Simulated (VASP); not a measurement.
Calculation: PBE GGA, VASP's PBE PAW potentials (set 64) (plane waves; VASP).

The input files of a VASP run:

KPOINTS:
```
Automatic mesh
0
Gamma
3 3 3
0 0 0
```

### INCAR
```
LWAVE = .FALSE.
LMAXMIX = 4   # l cut-off of mixed one-centre charges
EDIFF = 1E-6
SIGMA = 0.1
NELM = 100   # most electronic steps
PREC = Accurate
ALGO = Normal
ISIF = 2   # forces and stress, cell fixed
LCHARG = .FALSE.
ENCUT = 300   # plane-wave cut-off (eV)
ISMEAR = 0   # Gaussian
LASPH = .TRUE.   # aspherical one-centre terms
SYSTEM = Y2Zr
LREAL = .FALSE.   # projection in real space or not
GGA = PE
```

**POSCAR**
```
Y2Zr
6.786570
  0.0000000000   0.7071068301   0.7071068301
  0.7071068301   0.0000000000   0.7071068301
  0.7071068301   0.7071068301   0.0000000000
Y Zr
4 2
Direct
  0.1148030000   0.1347590000   0.1229280000
  0.6232150000   0.1246000000   0.1227000000
  0.1263290000   0.6201330000   0.1315660000
  0.1282870000   0.1228660000   0.6221070000
  0.7504430000   0.7517090000   0.7533630000
  0.5069240000   0.4959330000   0.4973380000
```

POTCAR, in this order: Y_sv Zr_sv (PBE.64 set). Program: vasp_std.

Output of the run:

File OUTCAR:
```
 ion  position               nearest neighbor table
   1  0.115  0.135  0.123-   3 3.36   2 3.37   4 3.39   4 3.39   2 3.42   3 3.43   6 3.89   5 3.91
                             5 3.99   6 3.99   5 4.02   6 4.07
   2  0.623  0.125  0.123-   3 3.37   1 3.37   4 3.37   4 3.41   1 3.42   3 3.42   5 3.93   6 3.96
                             6 3.98   6 3.98   5 4.00   5 4.02
   3  0.126  0.620  0.132-   4 3.35   1 3.36   2 3.37   2 3.42   1 3.43   4 3.43   6 3.94   6 3.96
                             5 3.98   5 3.98   5 3.99   6 4.03
   4  0.128  0.123  0.622-   3 3.35   2 3.37   1 3.39   1 3.39   2 3.41   3 3.43   5 3.96   6 3.96
                             5 3.98   6 3.99   6 3.99   5 4.02
   5  0.750  0.752  0.753-   1 3.91   2 3.93   4 3.96   3 3.98   4 3.98   3 3.98   1 3.99   3 3.99
                             2 4.00   1 4.02   2 4.02   4 4.02
   6  0.507  0.496  0.497-   1 3.89   3 3.94   2 3.96   4 3.96   3 3.96   2 3.98   2 3.98   4 3.99
                             4 3.99   1 3.99   3 4.03   1 4.07
  LATTYP: Found a face centered cubic cell.
 ALAT       =     9.5976600000
 Subroutine PRICEL returns:
 Original cell was already a primitive cell.
 Subroutine GETGRP returns: Found  1 space group operations
The static configuration has the point symmetry C_1 .
The dynamic configuration has the point symmetry C_1 .
 Subroutine INISYM returns: Found  1 space group operations
 Subroutine IBZKPT returns following result:
 Found     14 irreducible k-points:

 Following reciprocal coordinates:
...
```

File OSZICAR:
```
       N       E                     dE             d eps       ncg     rms          rms(c)
DAV:   1     0.398175031319E+03    0.39818E+03   -0.26649E+04  1200   0.109E+03
DAV:   2     0.607879105309E+01   -0.39210E+03   -0.38526E+03  1200   0.341E+02
DAV:   3    -0.360610946242E+02   -0.42140E+02   -0.41247E+02  1760   0.639E+01
DAV:   4    -0.411104201865E+02   -0.50493E+01   -0.49826E+01  1680   0.224E+01
DAV:   5    -0.414655067188E+02   -0.35509E+00   -0.35281E+00  1488   0.518E+00    0.521E+01
DAV:   6    -0.400764610454E+02    0.13890E+01   -0.37043E+01  1432   0.113E+01    0.136E+01
DAV:   7    -0.399469307365E+02    0.12953E+00   -0.46656E+01  1376   0.110E+01    0.316E+01
DAV:   8    -0.381167226503E+02    0.18302E+01   -0.83354E+00  1376   0.645E+00    0.487E+00
DAV:   9    -0.380975791714E+02    0.19143E-01   -0.12760E+00  1576   0.203E+00    0.338E+00
DAV:  10    -0.381049469660E+02   -0.73678E-02   -0.40014E-01  1408   0.901E-01    0.284E+00
DAV:  11    -0.381183964938E+02   -0.13450E-01   -0.31507E-01  1432   0.128E+00    0.226E+00
DAV:  12    -0.380877816464E+02    0.30615E-01   -0.14980E-01  1520   0.828E-01    0.514E-01
DAV:  13    -0.380871569442E+02    0.62470E-03   -0.15566E-02  1624   0.283E-01    0.258E-01
DAV:  14    -0.380872169396E+02   -0.59995E-04   -0.81489E-04  1432   0.822E-02    0.107E-01
DAV:  15    -0.380871950012E+02    0.21938E-04   -0.31687E-04  1504   0.590E-02    0.402E-02
DAV:  16    -0.380872014442E+02   -0.64430E-05   -0.22650E-05  1312   0.158E-02    0.425E-02
DAV:  17    -0.380871976297E+02    0.38145E-05   -0.10185E-05  1120   0.770E-03    0.163E-02
DAV:  18    -0.380871958268E+02    0.18029E-05   -0.31027E-06  1008   0.612E-03    0.350E-03
DAV:  19    -0.380871956070E+02    0.21979E-06   -0.40458E-07   816   0.287E-03
   1 F= -.38087196E+02 E0= -.38005424E+02  d E =-.163542E+00
```

File OUTCAR:
```
------------------------ aborting loop because EDIFF is reached ----------------------------------------
  FORCE on cell =-STRESS in cart. coord.  units (eV):
  Direction    XX          YY          ZZ          XY          YZ          ZX
  --------------------------------------------------------------------------------------
  Total      -10.4053850    -10.3967647    -10.4621650     -0.0338762      0.1940526     -0.0135925
  in kB      -75.4280093    -75.3655213    -75.8396041     -0.2455666      1.4066754     -0.0985309
  external PRESSURE =     -75.5443782 kB  Pullay stress =       0.0000000 kB
  volume of cell :      221.02
      direct lattice vectors                 reciprocal lattice vectors
     0.000000000  4.798830000  4.798830000    -0.104192063  0.104192063  0.104192063
     4.798830000  0.000000000  4.798830000     0.104192063 -0.104192063  0.104192063
     4.798830000  4.798830000  0.000000000     0.104192063  0.104192063 -0.104192063
 POSITION                                       TOTAL-FORCE (eV/Angst)
 -----------------------------------------------------------------------------------
      1.23660      1.14083      1.19761         0.117679     -0.106817      0.030240
      1.18675      3.57952      3.58864        -0.187227     -0.036873     -0.004590
      3.60728      1.23759      3.58214         0.180311      0.001825      0.116472
      3.57500      3.60101      1.20524        -0.033623      0.107986     -0.123269
      7.22258      7.21651      7.20857         0.043257      0.010280     -0.013619
      4.76654      4.81928      4.81254        -0.120397      0.023599     -0.005234
 -----------------------------------------------------------------------------------
    total drift:                                0.000175      0.000112      0.000084
  FREE ENERGIE OF THE ION-ELECTRON SYSTEM (eV)
  ---------------------------------------------------
  free  energy   TOTEN  =       -38.0871956070 eV

  energy  without entropy=      -37.9236533538  energy(sigma->0) =      -38.00542448
```
(Selected blocks of OUTCAR.)

At this cut-off the stress carries a Pulay error, which pulls relaxed volumes low.

The structure was generated: Y2Zr was put into an ordered model structure, which need not be its known phase. The cell was not relaxed at this level, atoms are displaced from their ideal sites. The k-mesh is coarse (spacing up to 0.38 per Å, 2π included), so the numbers may not be converged in it.
